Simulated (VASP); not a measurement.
Here is the system:

```yaml
crystal:
  lattice:
    - [4.43116, 0.00000, 0.00000]
    - [-2.21558, 3.83750, 0.00000]
    - [0.00000, 0.00000, 23.96557]
  atoms:
    - { symbol: Mo, position: [0.00000, 0.00000, 0.34134] }
    - { symbol: Mo, position: [0.66667, 0.33333, 0.37069] }
    - { symbol: Mo, position: [0.33333, 0.66667, 0.39977] }
    - { symbol: Mo, position: [0.00000, 0.00000, 0.44345] }
    - { symbol: Mo, position: [0.66667, 0.33333, 0.47892] }
    - { symbol: Mo, position: [0.33333, 0.66667, 0.52108] }
    - { symbol: Mo, position: [0.00000, 0.00000, 0.55655] }
    - { symbol: Mo, position: [0.66667, 0.33333, 0.60023] }
    - { symbol: Mo, position: [0.33333, 0.66667, 0.62931] }
    - { symbol: Mo, position: [0.00000, 0.00000, 0.65866] }
```

Method: PBEsol GGA, VASP's PBE PAW potentials (set 64) (plane waves; VASP). Numerical set-up: PREC = Normal, 400 eV cut-off, 7×7×1 Γ-centred mesh, first-order Methfessel-Paxton smearing of 0.10 eV, potentials Mo_sv.

Problem. What does the run give for the energy per atom (σ→0), band gap (on the k-mesh) with the smallest direct gap where there is one?

Solution. 
The band gap (on the k-mesh) comes out as none (metal, semimetal or under 0.01 eV) and the energy per atom (σ→0) is -11.068 eV/atom.

The cell is a thin slab with vacuum, built from Mo (bcc): (111) face.
